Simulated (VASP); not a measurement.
OSZICAR of a VASP run on Ba (bcc):

**OSZICAR**
```
       N       E                     dE             d eps       ncg     rms          rms(c)
DAV:   1     0.614837102144E+02    0.61484E+02   -0.43823E+03   630   0.917E+02
DAV:   2     0.106332435946E+01   -0.60420E+02   -0.59583E+02   738   0.153E+02
DAV:   3    -0.164474542580E+01   -0.27081E+01   -0.27000E+01   861   0.384E+01
DAV:   4    -0.170894405356E+01   -0.64199E-01   -0.64134E-01   917   0.492E+00
DAV:   5    -0.170998476334E+01   -0.10407E-02   -0.10404E-02   951   0.429E-01    0.153E+00
DAV:   6    -0.171256166814E+01   -0.25769E-02   -0.33856E-03   805   0.675E-01    0.922E-01
DAV:   7    -0.171560096875E+01   -0.30393E-02   -0.93803E-03   707   0.124E+00    0.521E-02
DAV:   8    -0.171586511342E+01   -0.26414E-03   -0.45176E-04   935   0.183E-01    0.274E-02
DAV:   9    -0.171588034492E+01   -0.15231E-04   -0.14103E-05   934   0.351E-02    0.911E-03
DAV:  10    -0.171588502189E+01   -0.46770E-05   -0.11665E-05   756   0.296E-02    0.111E-03
DAV:  11    -0.171588496622E+01    0.55675E-07   -0.42673E-07   513   0.523E-03
   1 F= -.17158850E+01 E0= -.17154894E+01  d E =-.171588E+01
```

**Question.** Which electronic solver shows in the log?

**Answer.** It is blocked Davidson (ALGO = Normal, or the opening steps of other solvers). The INCAR had ALGO = Normal.

**Question.** Can the final energy be trusted as converged?

**Answer.** The calculation finished and met its thresholds. It stopped with EDIFF = 1E-6, NELM = 100, NSW = 60 and EDIFFG = -0.01 after 1 ionic step (revPBE GGA, plane waves, VASP's PBE PAW potentials (set 64)).

The compound is Ba in the bcc structure. It was relaxed first, which changed the volume by +7 %. The start is the result of an earlier pass.
